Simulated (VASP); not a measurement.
Method: optB88-vdW, VASP's PBE PAW potentials (set 64) (plane waves; VASP 6.6.1).

Input for VASP

File KPOINTS:
```
Automatic
0
Gamma
  8 8 8
```

File POSCAR:
```
MgSe
1
    0.0000000000     2.7720547293     2.7720547293
    2.7720547293     0.0000000000     2.7720547293
    2.7720547293     2.7720547293     0.0000000000
Mg Se
1 1
Direct
  0.0000000000   0.0000000000   0.0000000000
  0.5000000000   0.5000000000   0.5000000000
```

### INCAR
```
AGGAC  =  0.0
ALGO  =  Normal
EDIFF  =  1E-7
ENCUT  =  520
GGA  =  BO
ISIF  =  2
ISMEAR  =  0
LASPH  =  T
LCHARG  =  F
LMAXMIX  =  4
LREAL  =  F
LUSE_VDW  =  T
LWAVE  =  F
NELM  =  100
PARAM1  =  0.1833333333
PARAM2  =  0.22
PREC  =  Accurate
SIGMA  =  0.05
SYSTEM  =  MgSe
```

POTCAR, in this order: Mg Se (PBE.64 set). Program: vasp_std.

What does the run give for the energy per atom (σ→0), pressure, band gap (on the k-mesh)?

- energy per atom (σ→0): -2.251 eV/atom
- band gap (on the k-mesh): 1.77 eV
- pressure: -17.4 kbar

OSZICAR:
```
...
DAV:   7    -0.449959767462E+01    0.38191E-01   -0.27509E-01   608   0.267E+00    0.949E-01
DAV:   8    -0.450204715294E+01   -0.24495E-02   -0.12929E-02   488   0.103E+00    0.253E-01
DAV:   9    -0.450196985706E+01    0.77296E-04   -0.17909E-04   680   0.983E-02    0.153E-01
DAV:  10    -0.450200638548E+01   -0.36528E-04   -0.34759E-04   552   0.112E-01    0.346E-02
DAV:  11    -0.450199564046E+01    0.10745E-04   -0.44257E-05   520   0.343E-02    0.133E-02
DAV:  12    -0.450199572551E+01   -0.85045E-07   -0.36405E-06   576   0.119E-02    0.739E-04
DAV:  13    -0.450199572066E+01    0.48512E-08   -0.10899E-07   488   0.209E-03
   1 F= -.45019957E+01 E0= -.45019957E+01  d E =-.235993E-17
```

The compound is MgSe in the rock salt structure. This cell is one point of a volume scan, at 1.03 of the reference volume.
